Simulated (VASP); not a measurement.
All values below come from PBE GGA, VASP's PBE PAW potentials (set 64) (plane waves; VASP).

A VASP calculation is set up with these files.

POSCAR:
```
SnO
1
    3.8000000000     0.0000000000     0.0000000000
    0.0000000000     3.8000000000     0.0000000000
    0.0000000000     0.0000000000     4.8400000000
Sn O
2 2
Direct
  0.5000000000   0.0000000000   0.7620000000
  0.0000000000   0.5000000000   0.2380000000
  0.5000000000   0.5000000000   0.0000000000
  0.0000000000   0.0000000000   0.0000000000
```

### INCAR
```
! general
SYSTEM   =  SnO
PREC     =  Accurate
ENCUT    =  520
LREAL    =  .FALSE.
LASPH    =  .TRUE.

! electronic loop
EDIFF    =  1E-6
NELM     =  100
ALGO     =  Normal
IMIX     =  4
AMIX     =  1.0
BMIX     =  3.0
LMAXMIX  =  4

! smearing
ISMEAR   =  0
SIGMA    =  0.05

! functional
GGA      =  PE

! ions
ISIF     =  2

! output
LWAVE    =  .FALSE.
LCHARG   =  .FALSE.
```

File KPOINTS:
```
Regular mesh
0
G
 6 6 5
0 0 0
```

POTCAR, in this order: Sn_d O (PBE.64 set). Program: vasp_std.

Output

File OSZICAR:
```
       N       E                     dE             d eps       ncg     rms          rms(c)
DAV:   1     0.397460905045E+03    0.39746E+03   -0.20712E+04  1464   0.254E+03
DAV:   2     0.278964005711E+02   -0.36956E+03   -0.36323E+03  1560   0.577E+02
DAV:   3    -0.243475448991E+02   -0.52244E+02   -0.51681E+02  1704   0.192E+02
DAV:   4    -0.263033065452E+02   -0.19558E+01   -0.19544E+01  1648   0.413E+01
DAV:   5    -0.263589436469E+02   -0.55637E-01   -0.55629E-01  1848   0.700E+00    0.117E+01
DAV:   6    -0.236413816386E+02    0.27176E+01   -0.40241E+01  2384   0.611E+01    0.922E+00
DAV:   7    -0.226504086081E+02    0.99097E+00   -0.74820E+00  1976   0.184E+01    0.176E+00
DAV:   8    -0.226906830020E+02   -0.40274E-01   -0.73375E-01  1608   0.578E+00    0.136E+00
DAV:   9    -0.226640651765E+02    0.26618E-01   -0.17091E-01  2408   0.350E+00    0.310E-01
DAV:  10    -0.226663666994E+02   -0.23015E-02   -0.20199E-02  1624   0.937E-01    0.117E-01
DAV:  11    -0.226664653511E+02   -0.98652E-04   -0.10541E-03  2128   0.269E-01    0.114E-01
DAV:  12    -0.226663015762E+02    0.16377E-03   -0.44654E-04  1968   0.177E-01    0.210E-02
DAV:  13    -0.226662964513E+02    0.51249E-05   -0.68328E-05  1952   0.564E-02    0.505E-03
DAV:  14    -0.226662977936E+02   -0.13422E-05   -0.29442E-06  1648   0.145E-02    0.322E-03
DAV:  15    -0.226662982018E+02   -0.40823E-06   -0.46241E-07  1136   0.473E-03
   1 F= -.22666298E+02 E0= -.22666107E+02  d E =-.381923E-03
```

File OUTCAR:
```
------------------------ aborting loop because EDIFF is reached ----------------------------------------
  FORCE on cell =-STRESS in cart. coord.  units (eV):
  Direction    XX          YY          ZZ          XY          YZ          ZX
  --------------------------------------------------------------------------------------
  Total        2.1967777      2.1967777      1.6766474      0.0000000      0.0000000      0.0000000
  in kB       50.3598158     50.3598158     38.4361408      0.0000000      0.0000000      0.0000000
  external PRESSURE =      46.3852574 kB  Pullay stress =       0.0000000 kB
  volume of cell :       69.89
      direct lattice vectors                 reciprocal lattice vectors
     3.800000000  0.000000000  0.000000000     0.263157895  0.000000000  0.000000000
     0.000000000  3.800000000  0.000000000     0.000000000  0.263157895  0.000000000
     0.000000000  0.000000000  4.840000000     0.000000000  0.000000000  0.206611570
 POSITION                                       TOTAL-FORCE (eV/Angst)
 -----------------------------------------------------------------------------------
      1.90000      0.00000      3.68808         0.000000     -0.000000     -0.484831
      0.00000      1.90000      1.15192        -0.000000      0.000000      0.484831
      1.90000      1.90000      0.00000         0.000000     -0.000000     -0.000000
      0.00000      0.00000      0.00000        -0.000000      0.000000     -0.000000
 -----------------------------------------------------------------------------------
    total drift:                                0.000000      0.000000      0.000000
  FREE ENERGIE OF THE ION-ELECTRON SYSTEM (eV)
  ---------------------------------------------------
  free  energy   TOTEN  =       -22.6662982018 eV

  energy  without entropy=      -22.6659162791  energy(sigma->0) =      -22.66610724
```
(Selected blocks of OUTCAR.)

OUTCAR:
```
 val. band max:        7.2442993690   @ k =   0.0000   0.0000   0.0000

 cond. band min:       7.2827948187   @ k =   0.5000   0.5000   0.0000


 Fermi energy:         7.2533796174

 k-point     1 :       0.0000    0.0000    0.0000
  band No.  band energies     occupation
      1     -14.8275      2.00000
      2     -14.3814      2.00000
      3     -14.3814      2.00000
      4     -14.3801      2.00000
      5     -14.3363      2.00000
      6     -14.3277      2.00000
      7     -14.2800      2.00000
      8     -14.2773      2.00000
      9     -14.2527      2.00000
     10     -14.2527      2.00000
     11     -13.0795      2.00000
     12     -10.3895      2.00000
     13      -0.4853      2.00000
     14       0.4989      2.00000
     15       0.8976      2.00000
     16       0.8976      2.00000
     17       3.6988      2.00000
     18       4.0122      2.00000
     19       4.0122      2.00000
     20       7.2443      1.20269
     21       9.3368      0.00000
     22      11.5969      0.00000
     23      11.9038      0.00000
     24      11.9038      0.00000

 k-point     2 :       0.1667    0.0000    0.0000
  band No.  band energies     occupation
      1     -14.8126      2.00000
      2     -14.4000      2.00000
      3     -14.3761      2.00000
      4     -14.3747      2.00000
      5     -14.3484      2.00000
      6     -14.3386      2.00000
      7     -14.3174      2.00000
      8     -14.2855      2.00000
      9     -14.2587      2.00000
     10     -14.2526      2.00000
     11     -12.8384      2.00000
     12     -10.5302      2.00000
     13      -0.5883      2.00000
     14       0.5332      2.00000
     15       1.0448      2.00000
     16       1.0793      2.00000
     17       3.3193      2.00000
     18       3.7667      2.00000
     19       3.7844      2.00000
     20       7.1498      1.99662
     21      10.0897      0.00000
     22      10.4095      0.00000
     23      12.0803      0.00000
     24      12.1591      0.00000
...
```

Unless said otherwise, spin-orbit coupling is left out, though it shifts the bands of the heavy elements here.

The compound is SnO in the litharge structure. The cell was not relaxed at this level. The run is one of a series of settings (AMIX = 1.0, BMIX = 3.0, IMIX = 4 against the base run), some of them coarse on purpose.
